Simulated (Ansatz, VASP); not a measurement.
## InGa2N3: VASP beside Ansatz

Wanted: the spread between two codes on one cell, functional and k mesh. The cell is taken from a series of runs on this material, whose earlier steps may have relaxed, scaled, displaced or heated it; both programs get it as it stands.

Main program and level: Ansatz 0.2.0; plane waves, with VASP 6.6.1 beside it; G0W0 gap at PBE, DFT+U.

## Step 1: The starting structure

It takes space group Cmc2_1 (No. 36, orthorhombic). Conventional cell: a = 10.009 Å, b = 5.773 Å, c = 5.390 Å, α = 90.00°, β = 90.00°, γ = 90.00°. Nearest to In lie 4 N at 2.18 to 2.19 Å. Ga has 4 N at 1.97 to 1.98 Å nearest. Nearest to N lie 3 Ga at 1.97 to 1.98 Å and 1 In at 2.18 Å. Nearest to N lie 2 Ga at 1.97 Å and 2 In at 2.18 to 2.19 Å. Farther neighbours and most contacts between anions are not listed.

As a file:

```xyz
12
Lattice="5.0043 -2.8865 0.0000 5.0043 2.8865 0.0000 0.0000 0.0000 5.3903" Properties=species:S:1:pos:R:3 pbc="T T T"
In    5.0043    1.0088    5.3348
In    5.0043   -1.0088    2.6396
Ga    1.7062    0.9432    5.3503
Ga    8.3025    0.9432    5.3503
Ga    8.3025   -0.9432    2.6551
Ga    1.7062   -0.9432    2.6551
N     1.8041    0.8857    1.9345
N     8.2046    0.8857    1.9345
N     8.2046   -0.8857    4.6296
N     1.8041   -0.8857    4.6296
N     5.0043    1.1116    2.1313
N     5.0043   -1.1116    4.8264
```

## Step 2: VASP: G0W0 gap, PBE, DFT+U

Quasiparticle shifts depend on high empty states and on the cores, so they are the hardest test of two PAW sets.

Lines of VASP's logs that name or quote its potential files are left out, and so is its time.

The run reads the wave functions of an earlier VASP run, which isn't shown here.

The input, INCAR:

```
SYSTEM = InGa2N3
PREC = Accurate
ENCUT = 450
ISMEAR = 0
SIGMA = 0.01
LREAL = .FALSE.
GGA = PE
NBANDS = 704
LASPH = .TRUE.
ALGO = EVGW0
NELMGW = 1
ENCUTGW = 150
NOMEGA = 64
PRECFOCK = Fast
NBANDSGW = 64
LWAVE = .FALSE.
LCHARG = .FALSE.
```

The input, POSCAR:

```
InGa2N3
1.0
    5.0043409607     -2.8865205108      0.0000000000
    5.0043409607      2.8865205108      0.0000000000
    0.0000000000      0.0000000000      5.3903030000
In Ga N
2 4 6
Direct
    0.3252650000      0.6747350000      0.9896960000
    0.6747350000      0.3252650000      0.4896960000
    0.0070880000      0.3338520000      0.9925750000
    0.6661480000      0.9929120000      0.9925750000
    0.9929120000      0.6661480000      0.4925750000
    0.3338520000      0.0070880000      0.4925750000
    0.0268250000      0.3336790000      0.3588830000
    0.6663210000      0.9731750000      0.3588830000
    0.9731750000      0.6663210000      0.8588830000
    0.3336790000      0.0268250000      0.8588830000
    0.3074450000      0.6925550000      0.3953890000
    0.6925550000      0.3074450000      0.8953890000
```

The input, KPOINTS:

```
Automatic mesh
0
Gamma
3 3 2
0 0 0
```

The projector-augmented-wave data sets are In_d_GW, Ga_d_GW and N_GW (PBE family, release 64).

Run with:

```
$ mpirun -np 8 vasp_std
```

Numbers of over 12 decimals in the logs are rounded to 6 here.

Log:

```text
[banner, memory and clock lines left out]
running    8 mpi-ranks, on    1 nodes
 distrk:  each k-point on    8 cores,    1 groups
 distr:  one band on    1 cores,    8 groups

 POSCAR found type information on POSCAR InGaN
 POSCAR found :  3 types and      12 ions
|                                                                             |
|           W    W    AA    RRRRR   N    N  II  N    N   GGGG   !!!           |
|           W    W   A  A   R    R  NN   N  II  NN   N  G    G  !!!           |
|           W    W  A    A  R    R  N N  N  II  N N  N  G       !!!           |
|           W WW W  AAAAAA  RRRRR   N  N N  II  N  N N  G  GGG   !            |
|           WW  WW  A    A  R   R   N   NN  II  N   NN  G    G                |
|           W    W  A    A  R    R  N    N  II  N    N   GGGG   !!!           |
|                                                                             |
|     For optimal performance we recommend to set                             |
|       NCORE = 2 up to number-of-cores-per-socket                            |
|     NCORE specifies how many cores store one orbital (NPAR=cpu/NCORE).      |
|     This setting can greatly improve the performance of VASP for DFT.       |
|     The default, NCORE=1 might be grossly inefficient on modern             |
|     multi-core architectures or massively parallel machines. Do your        |
|     Unfortunately you need to use the default for GW and RPA                |
|     calculations (for HF NCORE is supported but not extensively tested      |
|     yet).                                                                   |
|                                                                             |

|                                                                             |
|           W    W    AA    RRRRR   N    N  II  N    N   GGGG   !!!           |
|           W    W   A  A   R    R  NN   N  II  NN   N  G    G  !!!           |
|           W    W  A    A  R    R  N N  N  II  N N  N  G       !!!           |
|           W WW W  AAAAAA  RRRRR   N  N N  II  N  N N  G  GGG   !            |
|           WW  WW  A    A  R   R   N   NN  II  N   NN  G    G                |
|           W    W  A    A  R    R  N    N  II  N    N   GGGG   !!!           |
|                                                                             |
|     The default for ENCUTGWSOFT is different in this version of VASP.       |
|     please manually set ENCUTGWSOFT =150 in the INCAR file.                 |
|                                                                             |

 LDA part: xc-table for (Slater+PW92), standard interpolation
 found WAVECAR, reading the header
 POSCAR, INCAR and KPOINTS ok, starting setup
 FFT: planning ... GRIDC
 FFT: planning ... GRID_SOFT
 FFT: planning ... GRID
 reading WAVECAR
 the WAVECAR file was read successfully
 initial charge from wavefunction
 available memory per node:     88.81 GB, setting MAXMEM to     90940

 The Fermi energy was updated, please check that it is located mid-gap
 values below the HOMO (VB) or above the LUMO (CB) will cause erroneous energies
 E-fermi :   5.1202

 calculate exact exchange contribution
 the WAVEDER file was read successfully
energies w=
    0.000    0.000    0.445    0.000    0.889    0.000    1.331    0.000
    1.771    0.000    2.206    0.000    2.637    0.000    3.063    0.000
    3.484    0.000    3.899    0.000    4.308    0.000    4.712    0.000
    5.110    0.000    5.503    0.000    5.891    0.000    6.274    0.000
    6.653    0.000    7.029    0.000    7.402    0.000    7.773    0.000
    8.143    0.000    8.512    0.000    8.881    0.000    9.251    0.000
    9.624    0.000    9.999    0.000   10.378    0.000   10.763    0.000
   11.153    0.000   11.551    0.000   11.958    0.000   12.376    0.000
   12.806    0.000   13.249    0.000   13.709    0.000   14.187    0.000
   14.685    0.000   15.208    0.000   15.757    0.000   16.338    0.000
   16.953    0.000   17.609    0.000   18.312    0.000   19.069    0.000
   19.887    0.000   20.778    0.000   21.754    0.000   22.830    0.000
   24.023    0.000   25.359    0.000   26.865    0.000   28.581    0.000
   30.554    0.000   32.850    0.000   35.559    0.000   38.802    0.000
   42.757    0.000   47.687    0.000   53.997    0.000   62.355    0.000
   73.938    0.000   91.026    0.000  118.709    0.000  171.123    0.000
 responsefunction array rank=     664
 LDA part: xc-table for (Slater+PW92), standard interpolation

 min. memory requirement per mpi rank    785.4 MB, per node   6282.9 MB

 allocating   8 responsefunctions rank=   664
 shmem allocating  64 responsefunctions rank=   664
 response function shared by NCSHMEM nodes    1
 Doing            8  frequencies on each core in blocks of           64
NQ=   1    0.0000    0.0000    0.0000,
|.........|.........|.........|.........|.........|.........|.........|.........
 performed       1984000 updates of chi_q(r,r)
 total number of BLAS operations       6645.82 Gflops
NQ=   2    0.3333    0.0000    0.0000,
|.........|.........|.........|.........|.........|.........|.........|.........
 performed       4869000 updates of chi_q(r,r)
 total number of BLAS operations      16339.28 Gflops
NQ=   3    0.3333    0.3333    0.0000,
|.........|.........|.........|.........|.........|.........|.........|.........
 performed       7394000 updates of chi_q(r,r)
 total number of BLAS operations      24926.95 Gflops
NQ=   4   -0.3333    0.3333    0.0000,
|.........|.........|.........|.........|.........|.........|.........|.........
 performed       9738000 updates of chi_q(r,r)
 total number of BLAS operations      32804.16 Gflops
NQ=   5    0.0000    0.0000    0.5000,
|.........|.........|.........|.........|.........|.........|.........|.........
 performed      11722000 updates of chi_q(r,r)
 total number of BLAS operations      39677.88 Gflops
NQ=   6    0.3333    0.0000    0.5000,
|.........|.........|.........|.........|.........|.........|.........|.........
 performed      14607000 updates of chi_q(r,r)
 total number of BLAS operations      49431.26 Gflops
NQ=   7    0.3333    0.3333    0.5000,
|.........|.........|.........|.........|.........|.........|.........|.........
 performed      17132000 updates of chi_q(r,r)
 total number of BLAS operations      57966.33 Gflops
NQ=   8   -0.3333    0.3333    0.5000,
|.........|.........|.........|.........|.........|.........|.........|.........
 performed      19476000 updates of chi_q(r,r)
 total number of BLAS operations      65843.54 Gflops
 resolving degeneracies of screened two electron integrals

 calculate QP shifts <psi_nk| G(iteration)W_0 |psi_nk>: iteration 1
 entering main loop
```

From OUTCAR (step 2):

```text
ion  position               nearest neighbor table
   1  0.325  0.675  0.990-   9 2.18  10 2.18  12 2.18  11 2.19
   2  0.675  0.325  0.490-   7 2.18   8 2.18  11 2.18  12 2.19
   3  0.007  0.334  0.993-   9 1.97  10 1.97  12 1.97   7 1.98
   4  0.666  0.993  0.993-  10 1.97   9 1.97  12 1.97   8 1.98
   5  0.993  0.666  0.493-   7 1.97   8 1.97  11 1.97   9 1.98
   6  0.334  0.007  0.493-   8 1.97   7 1.97  11 1.97  10 1.98
   7  0.027  0.334  0.359-   5 1.97   6 1.97   3 1.98   2 2.18
   8  0.666  0.973  0.359-   6 1.97   5 1.97   4 1.98   2 2.18
   9  0.973  0.666  0.859-   3 1.97   4 1.97   5 1.98   1 2.18
  10  0.334  0.027  0.859-   4 1.97   3 1.97   6 1.98   1 2.18
  11  0.307  0.693  0.395-   5 1.97   6 1.97   2 2.18   1 2.19
  12  0.693  0.307  0.895-   3 1.97   4 1.97   1 2.18   2 2.19

  LATTYP: Found a base centered orthorhombic cell.
 ALAT       =     5.7730410216
 B/A-ratio  =     1.7336931929
 C/A-ratio  =     0.9337025287

 Subroutine GETGRP returns: Found  4 space group operations
 (whereof  2 operations were pure point group operations)

The static configuration has the point symmetry C_1h.
 The point group associated with its full space group is C_2v.

 Found      8 irreducible k-points:

   k-points           NKPTS =      8   k-points in BZ     NKDIM =     18   number of bands    NBANDS=    704

   dimension x,y,z NGX =    40 NGY =   40 NGZ =   40
   dimension x,y,z NGXF=    80 NGYF=   80 NGZF=   80

   ENCUT  =  450.0 eV  33.07 Ry    5.75 a.u.   9.99  9.99  9.32*2*pi/ulx,y,z

   NELECT =     108.0000    total number of electrons

  energy-cutoff  :      450.00
  volume of cell :      155.73
      direct lattice vectors                 reciprocal lattice vectors
     5.004340961 -2.886520511  0.000000000     0.099913256 -0.173218932  0.000000000
     5.004340961  2.886520511  0.000000000     0.099913256  0.173218932  0.000000000
     0.000000000  0.000000000  5.390303000     0.000000000  0.000000000  0.185518328

 k-points in reciprocal lattice and weights: Automatic mesh
   0.00000000  0.00000000  0.00000000       0.056
   0.33333333  0.00000000  0.00000000       0.222
   0.33333333  0.33333333  0.00000000       0.111
  -0.33333333  0.33333333  0.00000000       0.111
   0.00000000  0.00000000  0.50000000       0.056
   0.33333333  0.00000000  0.50000000       0.222
   0.33333333  0.33333333  0.50000000       0.111
  -0.33333333  0.33333333  0.50000000       0.111

 E-fermi :   5.1202

 QP shifts <psi_nk| G(iteration)W_0 |psi_nk>: iteration 1
 for sc-GW calculations column KS-energies equals QP-energies in previous step
 and V_xc(KS)=  KS-energies - (<T + V_ion + V_H > + <T+V_H+V_ion>^1  + <V_x>^1)
 k-point   1 :       0.0000    0.0000    0.0000
  band No.  KS-energies  QP-energies   sigma(KS)   V_xc(KS)     V^pw_x(r,r')   Z            occupation Imag(sigma)
    ...
     51       3.7770       3.3701     -17.0816     -16.5182     -20.0930       0.7222       2.0000       0.0814
     52       4.5583       4.1989     -17.8881     -17.3901     -20.8525       0.7217       2.0000       0.0820
     53       4.5826       4.3550     -17.7931     -17.4793     -20.6465       0.7254       2.0000       0.0796
     54       4.5826       4.3550     -17.7931     -17.4793     -20.6465       0.7254       2.0000       0.0796
     55       5.6574       5.9934     -12.6083     -13.0532      -9.1964       0.7550       0.0000      -0.0490
     56       8.1670       8.6147     -11.7769     -12.3657      -7.4743       0.7602       0.0000      -0.0446
     57       9.7811      10.0146      -9.5333      -9.8373      -5.1982       0.7681       0.0000      -0.0655
     58       9.8452      10.0750      -9.6861      -9.9862      -5.3280       0.7658       0.0000      -0.0648
    ...

 k-point   2 :       0.3333    0.0000    0.0000
  band No.  KS-energies  QP-energies   sigma(KS)   V_xc(KS)     V^pw_x(r,r')   Z            occupation Imag(sigma)
    ...
     51       3.3231       2.8000     -16.6780     -15.9496     -19.7597       0.7182       2.0000       0.0835
     52       3.5317       3.0897     -16.6744     -16.0596     -19.6617       0.7190       2.0000       0.0835
     53       4.2124       3.9081     -17.4397     -17.0197     -20.3738       0.7245       2.0000       0.0803
     54       4.2475       3.8352     -17.5938     -17.0229     -20.5916       0.7221       2.0000       0.0819
     55       7.5223       7.9856     -13.7343     -14.3597     -10.2014       0.7409       0.0000      -0.0467
     56       9.1408       9.6959     -13.0932     -13.8438      -8.6808       0.7396       0.0000      -0.0450
     57       9.9213      10.5169     -12.3825     -13.1827      -7.8587       0.7443       0.0000      -0.0581
     58      10.1692      10.6631     -11.7570     -12.4179      -7.2844       0.7475       0.0000      -0.0656
    ...

 k-point   3 :       0.3333    0.3333    0.0000
  band No.  KS-energies  QP-energies   sigma(KS)   V_xc(KS)     V^pw_x(r,r')   Z            occupation Imag(sigma)
    ...
     51       3.4392       2.9678     -16.6673     -16.0116     -19.6983       0.7189       2.0000       0.0837
     52       3.4392       2.9678     -16.6673     -16.0116     -19.6983       0.7189       2.0000       0.0837
     53       4.2285       3.9249     -17.4529     -17.0339     -20.3823       0.7247       2.0000       0.0800
     54       4.2594       3.8461     -17.5821     -17.0097     -20.5734       0.7221       2.0000       0.0820
     55       7.5022       7.9594     -13.6690     -14.2851     -10.1291       0.7421       0.0000      -0.0466
     56       9.0986       9.6378     -12.8909     -13.6169      -8.4864       0.7427       0.0000      -0.0439
     57       9.6619      10.2613     -12.8504     -13.6599      -8.3874       0.7404       0.0000      -0.0597
     58      10.2049      10.6556     -11.2850     -11.8840      -6.8542       0.7525       0.0000      -0.0642
    ...

 k-point   4 :      -0.3333    0.3333    0.0000
  band No.  KS-energies  QP-energies   sigma(KS)   V_xc(KS)     V^pw_x(r,r')   Z            occupation Imag(sigma)
    ...
     51       3.6007       3.1221     -17.0691     -16.4058     -20.1578       0.7215       2.0000       0.0819
     52       3.8521       3.4905     -17.2993     -16.7988     -20.3681       0.7227       2.0000       0.0811
     53       4.0215       3.6542     -17.2379     -16.7295     -20.2037       0.7223       2.0000       0.0818
     54       4.0875       3.7198     -17.1905     -16.6812     -20.1024       0.7218       2.0000       0.0820
     55       8.3458       8.8627     -13.3475     -14.0453      -9.2490       0.7408       0.0000      -0.0451
     56       8.7142       9.2133     -12.7811     -13.4513      -8.5392       0.7447       0.0000      -0.0506
     57       9.0453       9.4839     -11.9342     -12.5187      -7.6797       0.7503       0.0000      -0.0618
     58       9.8244      10.2440     -11.0124     -11.5654      -6.4395       0.7586       0.0000      -0.0528
    ...

[... 4 further parts left out ...]
```

(Part 1 of 2 ends here.)

[Lines on the potential files, build, host, timing and source positions are cut from VASP's logs without a mark.]

[Logs are printed without paths, hosts, clocks, repeated set-up lines and the standing remarks that a program may print on its own settings, such as how far it seeks lower states.]

[Hosts, paths, dates, database ids (printed as entryN), source tags and the programs' standing remarks are cut or masked in the printed files.]
